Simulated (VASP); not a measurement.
Level of theory: PBEsol GGA, VASP's PBE PAW potentials (set 64) (plane waves; VASP).

VASP input:

### INCAR
```
# general
SYSTEM   =  Sn
PREC     =  Accurate
ENCUT    =  520   # plane-wave cut-off (eV)
LREAL    =  .FALSE.   # projection in real space or not
LASPH    =  .TRUE.   # aspherical one-centre terms

# electronic loop
EDIFF    =  1E-6   # SCF stop (eV)
NELM     =  100   # most electronic steps
ALGO     =  Normal   # blocked Davidson
LMAXMIX  =  4

# smearing
ISMEAR   =  1   # Methfessel-Paxton
SIGMA    =  0.1   # width (eV)

# functional
GGA      =  PS   # PBEsol

# ions
IBRION   =  2
NSW      =  60   # most ionic steps
ISIF     =  3
EDIFFG   =  -0.01

# output
LWAVE    =  .FALSE.
LCHARG   =  .FALSE.
```

### POSCAR
```
Sn
1.0
 -2.9150000000   2.9150000000   1.5900000000
  2.9150000000  -2.9150000000   1.5900000000
  2.9150000000   2.9150000000  -1.5900000000
Sn
2
direct
  0.2500000000   0.7500000000   0.5000000000
  0.0000000000   0.0000000000   0.0000000000
```

File KPOINTS:
```
Automatic mesh
0
Gamma
12 12 12
0 0 0
```

POTCAR, in this order: Sn_d (PBE.64 set). Program: vasp_std.

Q: What will the output report for the number of irreducible k-points (NKPTS), largest plane-wave count, number of space-group operations, FFT grid (NGX, NGY, NGZ)?

A: 
```
Quantity                                       Value
--------------------------------------  ------------
number of irreducible k-points (NKPTS)           163
largest plane-wave count                        1476
number of space-group operations                  16
FFT grid (NGX, NGY, NGZ)                36 × 36 × 36
```

The compound is Sn in the beta structure. This run relaxes it. Symmetry was kept, so distortions that lower it aren't found.
